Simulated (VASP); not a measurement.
Consider the following.

```yaml
crystal:
  lattice:
    - [0.00000, 2.87261, 2.87261]
    - [2.87261, 0.00000, 2.87261]
    - [2.87261, 2.87261, 0.00000]
  atoms:
    - { symbol: Ga, position: [0.00000, 0.00000, 0.00000] }
    - { symbol: As, position: [0.25000, 0.25000, 0.25000] }
```

Calculation: PW91 GGA, VASP's PBE PAW potentials (set 64) (plane waves; VASP). Settings: 520 eV cut-off, Gaussian smearing of 0.050 eV, potentials Ga_d As.

Q: Give the energies of bands 7 to 12 at the high-symmetry points, in eV from the valence-band maximum.

A: 
| band | Γ | X | U | L | W |
|---|---|---|---|---|---|
| 7 | 0.00 | -6.60 | -6.43 | -6.39 | -6.44 |
| 8 | 0.00 | -2.51 | -3.62 | -1.07 | -3.31 |
| 9 | 0.00 | -2.51 | -2.12 | -1.07 | -3.12 |
| 10 | 0.15 | 1.55 | 1.98 | 0.86 | 4.38 |
| 11 | 3.71 | 1.67 | 4.52 | 4.62 | 4.69 |
| 12 | 3.71 | 9.77 | 7.68 | 4.62 | 5.25 |

The gap is direct, 0.15 eV, from the valence maximum at Γ to the conduction minimum at Γ.

Measured: gap 1.57 eV (computed value off by -1.42 eV), as given by Wei Chen et al., Physical Review Materials (2018), doi:10.1103/physrevmaterials.2.073803 [zero-point renormalisation of 0.05 eV added back (the table's ZPR column)].

The compound is GaAs in the zinc blende structure. It was relaxed first, which changed the volume by +5 %.
